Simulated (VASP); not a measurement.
Consider the following.

```
CELL_PARAMETERS angstrom
      0.00000     3.10921     3.10921
      3.10921     0.00000     3.10921
      3.10921     3.10921     0.00000
ATOMIC_POSITIONS crystal
  Mg 0.25000 0.25000 0.25000
  Mg 0.75000 0.75000 0.75000
  Si 0.00000 0.00000 0.00000
```

Method: PBE GGA with D3 dispersion (zero damping), VASP's PBE PAW potentials (set 64) (plane waves; VASP). Numerical set-up: 520 eV cut-off, 6×6×6 Γ-centred mesh, Gaussian smearing of 0.050 eV, potentials Mg Si.

Question: Predict the energy per atom (σ→0), pressure, band gap (on the k-mesh) with the smallest direct gap where there is one.

Answer: 
```
Item                                          Value
-----------------------------------  --------------
band gap (on the k-mesh)                    0.12 eV
smallest direct gap (on the k-mesh)         2.15 eV
energy per atom (σ→0)                -3.177 eV/atom
pressure                                   1.92 GPa
```

The compound is Mg2Si in the antifluorite structure. This cell is one point of a volume scan, at 0.97 of the reference volume.
